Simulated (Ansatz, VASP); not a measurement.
# AlNi3: VASP beside Ansatz, part 2 of 2

Wanted: the spread between two codes on one cell, functional and k mesh. The cell is taken from a series of VASP runs on this material, whose earlier steps may have relaxed, scaled or displaced it; both programs get it as it stands.

VASP 6.6.1 and Ansatz 0.2.0.

So far: Set-up; VASP: relaxation of cell and atoms, PBE.

## 3. Ansatz: relaxation of cell and atoms, PBE

Level of this step: Ansatz beside VASP: Kohn-Sham DFT, plane waves, PBE (Ansatz).

Ansatz runs on its default PAW (the set named soft_2) files.

The same cell, functional, mesh and smearing now go to Ansatz, which takes its cutoff from its data sets.

File input.yaml:

```yaml
crystal:
  lattice:
    - [3.566018765, 0.0, 0.0]
    - [0.0, 3.566018765, 0.0]
    - [0.0, 0.0, 3.566018765]
  atoms:
    - { symbol: Ni, position: [0.5, 0.5, 0.0], spin: 1.0 }
    - { symbol: Ni, position: [0.5, 0.0, 0.5], spin: 1.0 }
    - { symbol: Ni, position: [0.0, 0.5, 0.5], spin: 1.0 }
    - { symbol: Al, position: [0.0, 0.0, 0.0] }
hamiltonian:
  xc: pbe
  pseudopotentials: { kind: paw }
magnetization:
  spin_polarized: true
kpoints:
  mp_grid: { grid: [10, 10, 10] }
scf:
  occupations: { method: methfessel_paxton, width: 0.15 }
relax:
  f_tol: 0.01
  max_steps: 60
  cell: { stress_tol: 0.05 }
output:
  forces: true
  stress: true
```

Command:

```bash
ansatz run input.yaml --threads 4 --pin off --max-ram 9216MiB --backend cpu --events-out ev --progress --plain --runs-dir out
```

Numbers of over 12 decimals in the logs are rounded to 6 here.

What it wrote:

```text
Engine: ansatz 0.2.0, aarch64-unknown-linux-gnu
Pseudopotentials: kind: paw
Pseudopotential: Ni, paw, valence charge 18, recommended cutoff 420 eV (normal), Ni.paw.azcp
Pseudopotential: Al, paw, valence charge 3, recommended cutoff 420 eV (normal), Al.paw.azcp
Functional definition: PBE
  parameter kappa = 0.804
  parameter beta = 0.066725
  exchange = pbe_x(kappa = kappa, mu = beta*pi^2/3)
  correlation = pbe_c(beta = beta)
Crystal: 4 atoms, lattice volume = 45.347 Å³
Basis set: ecut = 420 eV, 895 PW (Γ), exchange–correlation on 48×48×48 points (8 copies of the dense FFT grid, shifted against one another)
Bands: 36, of which v1, the nominal top of the filled ones, is band 29 counted from 1 (28 counted from 0)
Symmetry: 48 space group operations
Space group: Pm-3m (ITA 221), of the structure as read, at distance tolerance 3.6e-5 Å
Magnetic group: BNS 221.92 (UNI 1594), of the structure as read, at distance tolerance 3.6e-5 Å
k-points: 56 of 1000
Non-local potential: Ni, projectors of the file, l = 0: 3, l = 1: 2, l = 2: 3, l = 3: 1
Non-local potential: Al, projectors of the file, l = 0: 2, l = 1: 2, l = 2: 1
PAW form: soft (Blöchl's): semilocal exchange-correlation on the pseudo side does not see the compensation charge
PAW one-centre angular grid: Ni, 590 points (default); XC on 64 Gauss nodes
PAW one-centre angular grid: Al, 110 points (default); XC on 64 Gauss nodes
Initial density: superposition of atomic densities (chi_scale 0.1, normalization cell)
Starting moments: Σ|m| = 3 μB on 3 of 4 sites
Initial wavefunctions: pseudopotential atomic-orbital guess
Functional: x = pbe(κ = 0.804, μ = 0.219515), c = pbe(β = 0.066725)
iter 1 solved again at ethr=3.10e-3 eV; its pass at ethr=3.10e-3 eV (dr2=1.76e0 eV) is discarded
SCF iter   1: F=—  HF=-18055.236538 eV  |F-HF|=—  |Δ(HF+E_count)|=         —  Δρ=5.97e-2 (↑5.97e-2 ↓3.43e-2)  dr2=1.77e0  dr2_m=2.84e-1  M=1.834 μB ∫|m|=2.329 μB  β_m=0.30  ethr=3.10e-3  ⟨swp⟩=1.2  Hψ=18890  notcnv=0
Mixer restart at iter 1: flushing history
preconditioner: auto → Kerker (q_TF=auto, 2.834 Å⁻¹)  [metal: Δε(μ)=0.008 eV  Ē_g=7.809 eV  σ=0.150 eV  W_gap=0.03  n_scr=18 (ndim 8)  ℏωp=31.7 eV  f_vac=0.000  D(μ)=5.01/eV (n_scr^D=80)]
spin=Collinear: Kerker preconditioning applied to the charge; magnetization (m = ρ↑ − ρ↓) channel mixes plain (no charge-response kernel on spin).
SCF iter   2: F=—  HF=-18054.963294 eV  |F-HF|=—  |Δ(HF+E_count)|=   2.73e-1  Δρ=4.42e-2 (↑2.08e-2 ↓4.42e-2)  dr2=3.53e-1  dr2_m=3.53e-1  M=1.555 μB ∫|m|=2.071 μB  β_m=0.33  ethr=3.10e-3  ⟨swp⟩=2.0  Hψ=6259  notcnv=0
SCF iter   3: F=—  HF=-18056.266151 eV  |F-HF|=—  |Δ(HF+E_count)|=    1.30e0  Δρ=4.30e-2 (↑1.90e-2 ↓4.30e-2)  dr2=3.78e-1  dr2_m=3.50e-1  M=1.353 μB ∫|m|=1.873 μB  β_m=0.23  ethr=6.19e-4  ⟨swp⟩=2.8  Hψ=6981  notcnv=0  defer=192
SCF iter   4: F=—  HF=-18057.178762 eV  |F-HF|=—  |Δ(HF+E_count)|=   9.13e-1  Δρ=3.44e-2 (↑1.77e-2 ↓3.44e-2)  dr2=2.55e-1  dr2_m=2.53e-1  M=1.213 μB ∫|m|=1.695 μB  β_m=0.40  ethr=6.19e-4  ⟨swp⟩=2.3  Hψ=5559  notcnv=0  defer=194
SCF iter   5: F=—  HF=-18058.114811 eV  |F-HF|=—  |Δ(HF+E_count)|=         —  Δρ=2.68e-2 (↑2.68e-2 ↓1.93e-2)  dr2=6.71e-2  dr2_m=2.04e-1  M=0.859 μB ∫|m|=1.101 μB  β_m=0.83  ethr=4.47e-4  ⟨swp⟩=2.2  Hψ=6789  notcnv=0  defer=201
Mixer restart at iter 5: flushing history
SCF iter   6: F=—  HF=-18058.364648 eV  |F-HF|=—  |Δ(HF+E_count)|=   2.50e-1  Δρ=2.54e-2 (↑6.01e-3 ↓2.54e-2)  dr2=3.15e-1  dr2_m=4.48e-2  M=0.732 μB ∫|m|=0.953 μB  β_m=0.91  ethr=1.18e-4  ⟨swp⟩=2.0  Hψ=5983  notcnv=0  defer=201
SCF iter   7: F=—  HF=-18058.566634 eV  |F-HF|=—  |Δ(HF+E_count)|=   2.02e-1  Δρ=2.20e-2 (↑2.20e-2 ↓1.81e-2)  dr2=3.34e-1  dr2_m=1.66e-3  M=0.735 μB ∫|m|=0.942 μB  β_m=0.70  ethr=1.18e-4  ⟨swp⟩=2.6  Hψ=8170  notcnv=0  defer=208
SCF iter   8: F=—  HF=-18058.425005 eV  |F-HF|=—  |Δ(HF+E_count)|=   1.42e-1  Δρ=8.32e-3 (↑5.27e-3 ↓8.32e-3)  dr2=7.13e-2  dr2_m=1.04e-3  M=0.678 μB ∫|m|=0.869 μB  β_m=0.72  ethr=1.18e-4  ⟨swp⟩=2.0  Hψ=8721  notcnv=0  defer=211
SCF iter   9: F=—  HF=-18058.408371 eV  |F-HF|=—  |Δ(HF+E_count)|=   1.66e-2  Δρ=1.38e-3 (↑1.29e-3 ↓1.38e-3)  dr2=1.97e-3  dr2_m=5.64e-6  M=0.685 μB ∫|m|=0.868 μB  β_m=0.86  ethr=1.18e-4  ⟨swp⟩=2.0  Hψ=5956  notcnv=0  defer=211
SCF iter  10: F=—  HF=-18058.409452 eV  |F-HF|=—  |Δ(HF+E_count)|=   1.08e-3  Δρ=2.73e-4 (↑2.62e-4 ↓2.73e-4)  dr2=1.99e-4  dr2_m=4.74e-6  M=0.690 μB ∫|m|=0.872 μB  β_m=0.92  ethr=3.46e-6  ⟨swp⟩=2.0  Hψ=6035  notcnv=0  defer=210
SCF iter  11: F=—  HF=-18058.409430 eV  |F-HF|=—  |Δ(HF+E_count)|=   2.19e-5  Δρ=1.46e-4 (↑1.46e-4 ↓8.74e-5)  dr2=3.39e-5  dr2_m=7.83e-7  M=0.692 μB ∫|m|=0.875 μB  β_m=0.96  ethr=3.49e-7  ⟨swp⟩=2.0  Hψ=5833  notcnv=0  defer=210
SCF iter  12: F=—  HF=-18058.389905 eV  |F-HF|=—  |Δ(HF+E_count)|=         —  Δρ=2.62e-3 (↑2.40e-3 ↓2.62e-3)  dr2=1.36e-5  dr2_m=2.60e-3  M=0.744 μB ∫|m|=0.929 μB  β_m=0.96  ethr=5.94e-8  ⟨swp⟩=2.0  Hψ=4495  notcnv=0  defer=210
Mixer restart at iter 12: flushing history
iteration 12: the input's own smearing fills from here on; a Gaussian of 0.15 eV has filled iterations ahead of it
SCF iter  13: F=—  HF=-18058.390485 eV  |F-HF|=—  |Δ(HF+E_count)|=   5.80e-4  S|Δr|=    0.00e0  Δρ=1.15e-3 (↑1.15e-3 ↓1.13e-3)  dr2=2.94e-6  dr2_m=5.38e-4  M=0.757 μB ∫|m|=0.955 μB  β_m=0.98  ethr=2.39e-8  ⟨swp⟩=2.2  Hψ=7083  notcnv=0  defer=210
SCF iter  14: F=—  HF=-18058.390665 eV  |F-HF|=—  |Δ(HF+E_count)|=   1.80e-4  S|Δr|=    0.00e0  Δρ=5.73e-4 (↑2.43e-4 ↓5.73e-4)  dr2=1.76e-4  dr2_m=1.15e-5  M=0.765 μB ∫|m|=0.977 μB  β_m=0.73  ethr=5.16e-9  ⟨swp⟩=2.7  Hψ=7918  notcnv=0  defer=210
SCF iter  15: F=—  HF=-18058.390633 eV  |F-HF|=—  |Δ(HF+E_count)|=   3.20e-5  S|Δr|=    0.00e0  Δρ=8.15e-5 (↑8.13e-5 ↓8.15e-5)  dr2=1.16e-6  dr2_m=2.08e-6  M=0.765 μB ∫|m|=0.978 μB  β_m=0.86  ethr=5.16e-9  ⟨swp⟩=3.0  Hψ=8001  notcnv=0  defer=210
SCF iter  16: F=—  HF=-18058.390636 eV  |F-HF|=—  |Δ(HF+E_count)|=   3.23e-6  S|Δr|=    0.00e0  Δρ=7.06e-5 (↑7.06e-5 ↓1.24e-5)  dr2=1.58e-6  dr2_m=3.95e-7  M=0.764 μB ∫|m|=0.978 μB  β_m=0.93  ethr=2.04e-9  ⟨swp⟩=2.0  Hψ=5679  notcnv=0  defer=210
SCF iter  17: F=—  HF=-18058.390636 eV  |F-HF|=—  |Δ(HF+E_count)|=   6.68e-8  S|Δr|=    0.00e0  Δρ=1.20e-5 (↑4.31e-6 ↓1.20e-5)  dr2=4.22e-8  dr2_m=1.63e-8  M=0.765 μB ∫|m|=0.979 μB  β_m=0.87  ethr=1.75e-10  ⟨swp⟩=3.0  Hψ=14555  notcnv=0
SCF iter  18: F=-18058.390636 eV  HF=-18058.390636 eV  |F-HF|=7.65e-9  |Δ(HF+E_count)|=   4.04e-9  S|Δr|=    0.00e0  Δρ=2.91e-6 (↑2.74e-6 ↓2.91e-6)  dr2=1.02e-8  dr2_m=8.54e-11  M=0.765 μB ∫|m|=0.979 μB  ethr=7.40e-11  ⟨swp⟩=3.2  Hψ=10952  notcnv=0
SCF 1 converged in 18 iterations: F = -18058.390636 eV  dr2 = 1.02e-8
  greatest PAW one-centre occupation: 1.001 electrons in one spin orbital (limit 2), on the Ni atom at site 1 (counted from 0), in its partial waves of l = 1
relax step   1: F+E_penalty+E_count = -18058.39063572 eV  Δ(F+E_penalty+E_count) = +0.000e0 eV  max|allowed force component| = 6.160e-29 eV/Å  Δτ_max = 0.0000 Å  P = +0.084 GPa  Ω = 45.347 Å³  (18 SCF iters, dr2 threshold 1.00e-7 eV, accepted)
[...]
relax step   2: F+E_penalty+E_count = -18058.39063605 eV  Δ(F+E_penalty+E_count) = -3.387e-7 eV  max|allowed force component| = 1.242e-29 eV/Å  Δτ_max = 0.0000 Å  P = +0.038 GPa  Ω = 45.359 Å³  energy of the carried Pulay correction = -4.060e-6 eV  (4 SCF iters, dr2 threshold 1.77e-8 eV, accepted)
[...]
relax step   3: F+E_penalty+E_count = -18058.39063606 eV  Δ(F+E_penalty+E_count) = -6.421e-9 eV  max|allowed force component| = 1.566e-29 eV/Å  Δτ_max = 0.0000 Å  P = +0.039 GPa  Ω = 45.359 Å³  stress off target by 3.91e-2 GPa  SCF on the basis re-selected at this cell (its energy is not comparable with the rows above)  (6 SCF iters)
basis re-selected at this cell: Δ(F+E_penalty+E_count) = -6.421e-9 eV, ΔP = +0.001 GPa vs the last step (what re-selecting the basis moved, of the pressure what is left beyond the Pulay correction that the steps carried, after the strain that the cell walked since its last selection, with what the two solves' SCF thresholds leave and, on support functions, any second-order correction that the steps lacked; it is no m [...]
SCF converged after 6 iterations
Stability not checked: this state was not tested for a lower state beside it, because cold or Methfessel-Paxton smearing, or corrected tetrahedra, fill the levels in a way that the test cannot read (fill_not_monotonic; see scf.lower_state_search)
Magnetization: 0.7647 μB (28.8823 up, 28.1177 down)
Absolute magnetization: 0.9796 μB (∫|ρ↑−ρ↓|, with the PAW one-centre terms)
Spin contamination: 0.0109 ħ² per cell (⟨S²⟩ above its minimum at these occupations)
Per-site moments (μB) at R_I (Å): [(0.286110, 1.040229), (0.286110, 1.040229), (0.286110, 1.040229), (-0.018946, 1.040229)]
Free energy (F): -18058.390636 eV
Harris-Foulkes:  -18058.390636 eV  (|F-HF|=2.91e-11)
Internal energy: -18058.392416 eV  (E = F + TS)
E sigma→0 (E₀):  -18058.391081 eV
Entropy (-TS):   0.001780 eV (0.445 meV/atom)
Fermi energy:    15.747787 eV
--- Per-component energies (eV) ---
  E_band       = -938.354128
  E_kinetic    = 876.170525
  E_local      = -12032.893603  (includes V_loc(G=0)·N_el)
  E_nonlocal   = 1917.726870
  E_hartree    = 5122.545725
  E_xc         = -296.329884
  E_vxc        = -359.909554  (∫ρ·V_xc dr)
  E_paw        = -5359.190917  (= ΣΔE_a)
  E_vpaw       = -1584.542104  (= ΣTr[D̂ρ^β])
  E_aug_tail   = 0.001407  (compensation charges beyond the density's cutoff)
  E_ewald      = -8286.422539
  E_smearing   = 0.001780  (= −TS)
  E_closure    = 0.000000  (closes the sum)
  Σ components = -18058.390636   (vs F -18058.390636, Δ=0.00e0)
--- Forces (eV/Å), atoms counted from 1 ---
  atom   1  Ni     0.00000000     0.00000000     0.00000000
  atom   2  Ni    -0.00000000     0.00000000     0.00000000
  atom   3  Ni     0.00000000     0.00000000    -0.00000000
  atom   4  Al    -0.00000000    -0.00000000     0.00000000
  max |Σ_I F_I| component: 1.94e-29 eV/Å
--- Stress (GPa, compression-positive) ---
        0.039112       0.000000       0.000000
        0.000000       0.039112       0.000000
        0.000000       0.000000       0.039112
  P = ⅓ Tr σ = 0.0391 GPa (0.391 kbar)
--- Relaxed structure (2 steps of the walk, 2 accepted, 1 SCFs on fresh bases) ---
  F+E_penalty+E_count = -18058.39063606 eV   max|allowed force component| = 1.566e-29 eV/Å   (the final SCF, on the basis selected at the relaxed cell)
  cell:  # Å, volume = 45.3586 Å³
    - [3.566318, 0, 0]
    - [0, 3.566318, 0.0]
    - [0, 0.0, 3.566318]
  atoms:
    - { symbol: Ni, position: [0.5, 0.5, 0] }
    - { symbol: Ni, position: [0.5, 0, 0.5] }
    - { symbol: Ni, position: [0, 0.5, 0.5] }
    - { symbol: Al, position: [0, 0, 0] }
```

Elapsed: 7.4 s, on 4 threads of Arm Neoverse V2, shared host; peak memory 0.46 GiB; 28 s of CPU time.

## 4. Differences

Known differences besides the potentials themselves: both relaxations stop at a tolerance, which leaves soft axes loose, and VASP keeps its plane-wave basis; the data sets hold 57 valence electrons in Ansatz (default PAW (the set named soft_2) files) and 33 in VASP; the cutoff is 420 eV in Ansatz and 450 eV in VASP; Ansatz adds a Pulay correction to the stress that steers its cell, VASP none; site moments are counted in spheres of each program's own size. Total energies have different zeros and are not compared.

Compared:

```
                                         quantity  Ansatz   VASP  difference
                                      volume (Å³)   45.36  45.35     +0.03 %
edge a after relaxation, in the typed setting (Å)   3.566  3.566     +0.01 %
                                total moment (μB)    0.76   0.75       +0.02
                               moment on Ni1 (μB)    0.29   0.27       +0.02
                               moment on Ni2 (μB)    0.29   0.27       +0.02
                               moment on Ni3 (μB)    0.29   0.27       +0.02
```

The walks stopped with 0.04 GPa left in Ansatz and 0.05 GPa in VASP; each walk ends within a tolerance, so the volume difference is uncertain by about these residues over the bulk modulus, most in soft cells.

## 5. Results

```yaml
difference_in_volume_relaxation_of_cell_and_atoms_pbe: 0.025 %
```

What this shows: The difference in volume is 0.025 % (relaxation of cell and atoms, PBE), within the 1.2 % picked in this series as the mark of a large difference, as far as the stopping tolerances let one tell. How closely two codes agree says nothing of how well the functional describes the real material.

[Lines on the potential files, build, host, timing and source positions are cut from VASP's logs without a mark.]

[Logs are printed without paths, hosts, clocks, repeated set-up lines and the standing remarks that a program may print on its own settings, such as how far it seeks lower states.]

[Hosts, paths, dates, database ids (printed as entryN), source tags and the programs' standing remarks are cut or masked in the printed files.]
